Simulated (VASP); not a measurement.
OSZICAR of a VASP run on Al2Au (atoms displaced from the space group 139 structure):

**OSZICAR**
```
       N       E                     dE             d eps       ncg     rms          rms(c)
DAV:   1     0.324938432582E+02    0.32494E+02   -0.51864E+03  3468   0.739E+02
DAV:   2    -0.134057544338E+02   -0.45900E+02   -0.42706E+02  3620   0.158E+02
DAV:   3    -0.145815417647E+02   -0.11758E+01   -0.11398E+01  3788   0.228E+01
DAV:   4    -0.145890818776E+02   -0.75401E-02   -0.75313E-02  3408   0.207E+00
DAV:   5    -0.145891501648E+02   -0.68287E-04   -0.68283E-04  3744   0.182E-01    0.110E+01
DAV:   6    -0.133116734562E+02    0.12775E+01   -0.75202E+00  3252   0.308E+01    0.786E+00
DAV:   7    -0.132089934894E+02    0.10268E+00   -0.39485E-01  3160   0.773E+00    0.376E+00
DAV:   8    -0.131773270093E+02    0.31666E-01   -0.35394E-02  3588   0.126E+00    0.598E-01
DAV:   9    -0.131746594690E+02    0.26675E-02   -0.61155E-03  3544   0.942E-01    0.173E-01
DAV:  10    -0.131746203338E+02    0.39135E-04   -0.26494E-04  3444   0.149E-01    0.611E-02
DAV:  11    -0.131746189781E+02    0.13558E-05   -0.12884E-05  3564   0.280E-02    0.107E-02
DAV:  12    -0.131746180927E+02    0.88536E-06   -0.20086E-06  2240   0.129E-02
   1 F= -.13174618E+02 E0= -.13145711E+02  d E =-.578142E-01
```

Question: Which electronic solver shows in the log?

Answer: It is blocked Davidson (ALGO = Normal, or the opening steps of other solvers). The INCAR had ALGO = Normal.

Question: Can the final energy be trusted as converged?

Answer: The run converged. It stopped with EDIFF = 1E-6, NELM = 100 (LDA (Ceperley-Alder, Perdew-Zunger), plane waves, VASP's LDA PAW potentials (set 64)).

The structure was generated: Al2Au was put into an ordered model structure, which need not be its known phase. The cell was not relaxed at this level, atoms are displaced from their ideal sites. The k-mesh is coarse (spacing up to 0.38 per Å, 2π included), so the numbers may not be converged in it. The run is one of a series of settings (GGA removed, POTCAR Au Al (LDA.64 set) against the base run), some of them coarse on purpose. The electron count is odd and the run is not spin-polarised, which forces a metal.
